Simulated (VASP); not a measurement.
Input:

```
CoSi
1.0
    4.35097     0.00000     0.00000
    0.00000     4.35097     0.00000
    0.00000     0.00000     4.35097
Co Si
4 4
Direct
  0.85439   0.64561   0.35439
  0.35439   0.85439   0.64561
  0.14561   0.14561   0.14561
  0.64561   0.35439   0.85439
  0.15687   0.34313   0.65687
  0.65687   0.15687   0.34313
  0.84313   0.84313   0.84313
  0.34313   0.65687   0.15687
```

Computed with LDA (Ceperley-Alder, Perdew-Zunger), VASP's LDA PAW potentials (set 64) (plane waves; VASP). Settings: 400 eV cut-off, 8×8×8 Γ-centred mesh, tetrahedra with Blöchl corrections, potentials Co Si.

The cores are frozen, which limits the accuracy of field gradients.

Give the principal components of the electric field gradient (V/Å²) and the asymmetry η at each nucleus.

```json
[
 {"atom": "Co1", "Vxx": "2.3", "Vyy": "2.3", "Vzz": "-4.6", "η": "0.00"},
 {"atom": "Co2", "Vxx": "2.3", "Vyy": "2.3", "Vzz": "-4.6", "η": "0.00"},
 {"atom": "Co3", "Vxx": "2.3", "Vyy": "2.3", "Vzz": "-4.6", "η": "0.00"},
 {"atom": "Co4", "Vxx": "2.3", "Vyy": "2.3", "Vzz": "-4.6", "η": "0.00"},
 {"atom": "Si5", "Vxx": "12.8", "Vyy": "12.8", "Vzz": "-25.7", "η": "0.00"},
 {"atom": "Si6", "Vxx": "12.8", "Vyy": "12.8", "Vzz": "-25.7", "η": "0.00"},
 {"atom": "Si7", "Vxx": "12.8", "Vyy": "12.8", "Vzz": "-25.7", "η": "0.00"},
 {"atom": "Si8", "Vxx": "12.8", "Vyy": "12.8", "Vzz": "-25.7", "η": "0.00"}
]
```

The compound is CoSi in the B20 structure. It was relaxed first, which changed the volume by -6 %. The run is not spin-polarised, so no magnetic state was tried.
